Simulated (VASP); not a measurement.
Consider the following.

```
CELL_PARAMETERS angstrom
     11.00000     0.00000     0.00000
      0.00000    11.50000     0.00000
      0.00000     0.00000    12.00000
ATOMIC_POSITIONS crystal
  F  0.50000 0.50000 0.44125
  F  0.50000 0.50000 0.55875
```

These are RPBE GGA, VASP's PBE PAW potentials (set 64) (plane waves; VASP) values and carry that method's errors. Numerical set-up: PREC = Normal, EDIFF = 1E-5, 400 eV cut-off, 1×1×1 Γ-centred mesh, Gaussian smearing of 0.010 eV, potentials F.

### Question
The ions are relaxed. Which structure does the run end with?

### Answer

```
CELL_PARAMETERS angstrom
     11.00000     0.00000     0.00000
      0.00000    11.50000     0.00000
      0.00000     0.00000    12.00000
ATOMIC_POSITIONS crystal
  F  0.50000 0.50000 0.44032
  F  0.50000 0.50000 0.55968
```

### Question
How much energy does the relaxation gain?

### Answer
The energy (σ→0) changes by -4.4 meV/atom, in 3 ionic steps.

The cell is a molecule in a box.
